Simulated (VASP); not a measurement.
Consider the following.

```
AlNi
1.0
    2.91420     0.00000     0.00000
    0.00000     2.91420     0.00000
    0.00000     0.00000     2.91420
Al Ni
1 1
Cartesian
  1.45710   1.45710   1.45710
  0.00000   0.00000   0.00000
```

The numbers are results of r2SCAN+rVV10, VASP's PBE PAW potentials (set 64) (plane waves; VASP), not measurements. Settings: 520 eV cut-off, 13×13×13 Γ-centred mesh, first-order Methfessel-Paxton smearing of 0.10 eV, potentials Al Ni.

Q: Give the stress tensor in GPa (positive for a compressed cell).

A: 
```
-9.54   0.00   0.00
 0.00  -9.54   0.00
 0.00   0.00  -9.54
```
The pressure is its mean diagonal, -9.54 GPa.

The compound is NiAl in the CsCl type structure. This cell is one point of a volume scan, at 1.06 of the reference volume. The run is not spin-polarised, so no magnetic state was tried. The electron count is odd and the run is not spin-polarised, which forces a metal.
